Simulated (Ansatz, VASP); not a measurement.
# Two plane-wave programs on ZnRe

The input INCAR:

```
SYSTEM = ZnRe
  PREC = Accurate
  ENCUT = 520
  EDIFF = 1E-6
  ISMEAR = -1
  SIGMA = 0.05
  LREAL = .False.
  LASPH = .True.
  NELM = 100
  ALGO = Normal
  ISIF = 2
  LWAVE = .False.
  LCHARG = .False.
  GGA = PE
  NBANDS = 16
```

Contents of KPOINTS:

```
Automatic mesh
0
Gamma
  9 9 5
  0 0 0
```

Contents of POSCAR:

```
ZnRe
1.0
    2.7482183437      0.0000000000      0.0000000000
   -1.3741091718      2.3800269008      0.0000000000
    0.0000000000      0.0000000000      4.5839473200
Re Zn
1 1
Direct
    0.3333333333      0.6666666667      0.5000000000
    0.0000000000      0.0000000000      0.0000000000
```

Contents of input.yaml:

```yaml
crystal:
  lattice:
    - [2.7482183437, 0.0, 0.0]
    - [-1.3741091718, 2.3800269008, 0.0]
    - [0.0, 0.0, 4.58394732]
  atoms:
    - { symbol: Re, position: [0.3333333333, 0.6666666667, 0.5] }
    - { symbol: Zn, position: [0.0, 0.0, 0.0] }
hamiltonian:
  xc: pbe
  pseudopotentials: { kind: paw }
kpoints:
  mp_grid: { grid: [9, 9, 5] }
  band_path:
    path:
      - [[0.0, 0.0, 0.0], [0.5, 0.0, 0.0], [0.3333333333, 0.3333333333, 0.0], [0.0, 0.0, 0.0], [0.0, 0.0, 0.5], [0.5, 0.0, 0.5], [0.3333333333, 0.3333333333, 0.5], [0.0, 0.0, 0.5]]
      - [[0.5, 0.0, 0.5], [0.5, 0.0, 0.0]]
      - [[0.3333333333, 0.3333333333, 0.0], [0.3333333333, 0.3333333333, 0.5]]
    npoints: 14
scf:
  occupations: { method: fermi_dirac, width: 0.05 }
  n_extra_bands: 6
output:
  forces: true
  stress: true
  eigenvalues: true
  fatbands: false
```

The cell comes from a database or a generator and needn't be the stable form of this composition.

Alike in both runs: functional PBE; k mesh 9 × 9 × 5; occupations fermi-dirac, width 0.05 eV; no spin polarisation.

```csv
,VASP,Ansatz
version,VASP 6.6.1,Ansatz 0.2.0
potentials or method,"VASP PAW PBE potentials, release 64 (Re, Zn)",Ansatz PAW
plane-wave cutoff (eV),520,420
valence electrons in the cell,19,27
task,single point,band structure
```

Ansatz gave:

- gap on the k mesh at the Fermi level (eV): none
- pressure (GPa): -4.8
- largest component of the traceless stress (GPa): 3.20

Which values does VASP return?

gap on the k mesh at the Fermi level (eV): none; pressure (GPa): -4.9; largest component of the traceless stress (GPa): 2.90.

A gap of «none» marks a metal or a gap that the smearing closes. The two sets of potentials don't hold the same shells in valence.

Caveats: spin-orbit coupling is left out, which moves the levels of the heavy elements (Ansatz). The runs have no spin-orbit coupling, so splittings on Re are missing.
